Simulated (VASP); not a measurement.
The input files of a VASP run:

File POSCAR:
```
MnN
1
   -0.0000000000     2.1029810506     2.1029810506
    2.1029810506     0.0000000000     2.1029810506
    2.1029810506     2.1029810506     0.0000000000
Mn N
1 1
Direct
  0.0000000000   1.0000000000   0.0000000000
  0.2500000000   0.2500000000   0.2500000000
```

### KPOINTS
```
Automatic mesh
0
Gamma
17 17 17
0 0 0
```

**INCAR**
```
! general
SYSTEM  = MnN
PREC    = Accurate
ENCUT   = 520
LREAL   = .FALSE.   ! projection in real space or not
LASPH   = .TRUE.

! electronic loop
EDIFF   = 1E-7   ! SCF stop (eV)
NELM    = 100   ! most electronic steps
ALGO    = Normal
LMAXMIX = 4   ! l cut-off of mixed one-centre charges

! smearing
ISMEAR  = -5

! functional
GGA     = PS   ! PBEsol

! ions
ISIF    = 2

! output
LWAVE   = .FALSE.
LCHARG  = .TRUE.
LORBIT  = 11
NEDOS   = 601   ! DOS grid
```

POTCAR, in this order: Mn_pv N (PBE.64 set). Program: vasp_std.

Question: Translate this PBEsol calculation to Quantum ESPRESSO's pw.x.

Answer: One equivalent input (not run):
```
&CONTROL
  calculation = 'scf'
  pseudo_dir = './pseudo'
  outdir = './out'
  tprnfor = .true.
  tstress = .true.
/
&SYSTEM
  ibrav = 0
  nat = 2
  ntyp = 2
  ecutwfc = 96
  occupations = 'tetrahedra'
  input_dft = 'pbesol'
/
&ELECTRONS
  conv_thr = 7.3e-09
  electron_maxstep = 100
/
ATOMIC_SPECIES
  Mn 54.938 Mn.upf
  N 14.007 N.upf
CELL_PARAMETERS angstrom
    -0.0000000    2.1029811    2.1029811
     2.1029811    0.0000000    2.1029811
     2.1029811    2.1029811    0.0000000
ATOMIC_POSITIONS crystal
  Mn   0.0000000  1.0000000  0.0000000
  N    0.2500000  0.2500000  0.2500000
K_POINTS automatic
  17 17 17 0 0 0
```
The two are equivalent in intent, not identical: the potentials are each code's own (VASP's PAW set, PseudoDojo norm-conserving files in pw.x), so ENCUT and ecutwfc are chosen apart and not converted; conv_thr bounds pw.x's estimated SCF error, while EDIFF bounds the energy change between steps.

The structure was generated: MnN was put into the zinc blende type (F-43m), which need not be its known phase. It was relaxed first, which changed the volume by -35 %.
